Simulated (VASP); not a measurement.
Consider the following.

```
La2O3
1.0
    3.95908     0.00000     0.00000
   -1.97954     3.42867     0.00000
    0.00000     0.00000     6.15596
La O
2 3
Direct
  0.66667   0.33333   0.75376
  0.33333   0.66667   0.24624
  0.66667   0.33333   0.35411
  0.33333   0.66667   0.64589
  0.00000   0.00000   0.00000
```

All values below come from PBE GGA, VASP's PBE PAW potentials (set 64) (plane waves; VASP 6.6.1). Settings: 400 eV cut-off, 7×7×4 Γ-centred mesh, Gaussian smearing of 0.010 eV, potentials La O.

### Question
Give the energies of bands 12 to 23 at the high-symmetry points, in eV from the valence-band maximum.

### Answer

```csv
band,Γ,M,K,A,L,H
12,-2.29,-2.16,-1.58,-2.63,-2.90,-2.24
13,-2.29,-1.93,-1.56,-2.63,-2.07,-2.24
14,-2.13,-1.88,-1.56,-2.54,-1.49,-1.64
15,-2.13,-1.24,-1.26,-1.82,-1.12,-1.33
16,-2.02,-0.74,-1.26,-1.82,-0.98,-1.33
17,-1.60,-0.71,-0.79,-0.97,-0.94,-0.57
18,-0.35,-0.64,-0.79,-0.74,-0.67,-0.27
19,-0.35,-0.43,-0.75,-0.27,-0.37,-0.27
20,-0.09,-0.27,-0.13,-0.27,0.00,-0.23
21,4.26,3.83,3.86,4.63,4.35,4.24
22,4.55,4.65,4.67,4.66,4.58,4.78
23,4.55,5.07,4.67,4.66,4.97,4.84
```

The gap is indirect, 3.83 eV, from the valence maximum at L to the conduction minimum at M.

The structure comes from a computed database's La2O3 entry; how it stands against other phases isn't given here. The cell was not relaxed at this level.
